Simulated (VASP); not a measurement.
Input for VASP

### INCAR
```
SYSTEM=Ge
PREC=Accurate; ENCUT=500; LREAL=.FALSE.
LASPH=.TRUE.
EDIFF=1E-6; NELM=100; ALGO=Normal
LMAXMIX=4
ISMEAR=1; SIGMA=0.1
GGA=PE
IBRION=2; NSW=40; ISIF=3
EDIFFG=-0.02; PSTRESS=50
LWAVE=.FALSE.; LCHARG=.FALSE.
```

POSCAR:
```
Ge
1
    0.0000000000     2.8799068267     2.8799068267
    2.8799068267     0.0000000000     2.8799068267
    2.8799068267     2.8799068267     0.0000000000
Ge
2
Direct
  0.0000000000   0.0000000000   0.0000000000
  0.2500000000   0.2500000000   0.2500000000
```

### KPOINTS
```
Automatic mesh
0
Gamma
11 11 11
0 0 0
```

POTCAR, in this order: Ge_d (PBE.64 set). Program: vasp_std.

Question: Write an equivalent input for Quantum ESPRESSO's pw.x.

Answer: One equivalent input (not run):
```
&CONTROL
  calculation = 'vc-relax'
  pseudo_dir = './pseudo'
  outdir = './out'
  tprnfor = .true.
  tstress = .true.
  nstep = 40
  forc_conv_thr = 0.00078
/
&SYSTEM
  ibrav = 0
  nat = 2
  ntyp = 1
  ecutwfc = 78
  occupations = 'smearing'
  smearing = 'methfessel-paxton'
  degauss = 0.00735
  input_dft = 'pbe'
/
&ELECTRONS
  conv_thr = 7.3e-08
  electron_maxstep = 100
/
&IONS
/
&CELL
  press = 50
/
ATOMIC_SPECIES
  Ge 72.630 Ge.upf
CELL_PARAMETERS angstrom
     0.0000000    2.8799068    2.8799068
     2.8799068    0.0000000    2.8799068
     2.8799068    2.8799068    0.0000000
ATOMIC_POSITIONS crystal
  Ge   0.0000000  0.0000000  0.0000000
  Ge   0.2500000  0.2500000  0.2500000
K_POINTS automatic
  11 11 11 0 0 0
```
The two are equivalent in intent, not identical: the potentials are each code's own (VASP's PAW set, PseudoDojo norm-conserving files in pw.x), so ENCUT and ecutwfc are chosen apart and not converted; conv_thr bounds pw.x's estimated SCF error, while EDIFF bounds the energy change between steps; forc_conv_thr acts on force components and is met together with etot_conv_thr.

The compound is Ge in the diamond structure. This run relaxes it under an external pressure of 5 GPa. Symmetry was kept, so distortions that lower it aren't found.
